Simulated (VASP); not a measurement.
A convergence study with VASP on CsCl (CsCl type): one setting is varied, all else stays as given below, so the limit is that of these other settings. Each run relaxes cell and ions from the cell shown.

```xyz
2
Lattice="4.1200 0.0000 0.0000 0.0000 4.1200 0.0000 0.0000 0.0000 4.1200" Properties=species:S:1:pos:R:3 pbc="T T T"
Cs     0.0000     0.0000     0.0000
Cl     2.0600     2.0600     2.0600
```

Calculation: PBE GGA, VASP's PBE PAW potentials (set 64) (plane waves; VASP 6.6.1). The tightest run used: 550 eV cut-off, 10×10×10 Γ-centred mesh, Gaussian smearing of 0.050 eV, potentials Cs_sv Cl.

Unless said otherwise, spin-orbit coupling is left out, though it shifts the bands of the heavy elements here. Gaps are read on the run's mesh, which can miss a band edge.

Task: The settings run are 2×2×2 mesh; 3×3×3 mesh; 4×4×4 mesh; 6×6×6 mesh; 7×7×7 mesh; 8×8×8 mesh; 9×9×9 mesh; 10×10×10 mesh. From which on does the relaxed volume stay within 0.02 Å³/atom of the tightest run?

Result: From 4×4×4 mesh on: it is off by 0.006 there and by no more than 0.02 in any finer run, while 3×3×3 mesh is off by 0.081.
```csv
setting,relaxed volume (Å³/atom),E (eV/atom),gap on the mesh (eV),irreducible k-points,difference judged (Å³/atom)
2×2×2 mesh,38.949,-3.2211,4.776,4,1.686
3×3×3 mesh,37.344,-3.2680,4.979,4,0.081
4×4×4 mesh,37.269,-3.2701,4.990,10,0.006
6×6×6 mesh,37.263,-3.2703,4.991,20,0.000
7×7×7 mesh,37.263,-3.2703,4.992,20,0.000
8×8×8 mesh,37.263,-3.2703,4.992,35,0.000
9×9×9 mesh,37.263,-3.2703,4.991,35,0.000
10×10×10 mesh,37.263,-3.2703,4.991,56,0.000
```

Left out are rungs that failed or repeat a setting and relaxations that didn't move; long series are thinned to 24 rows.

The compound is CsCl in the CsCl type structure.
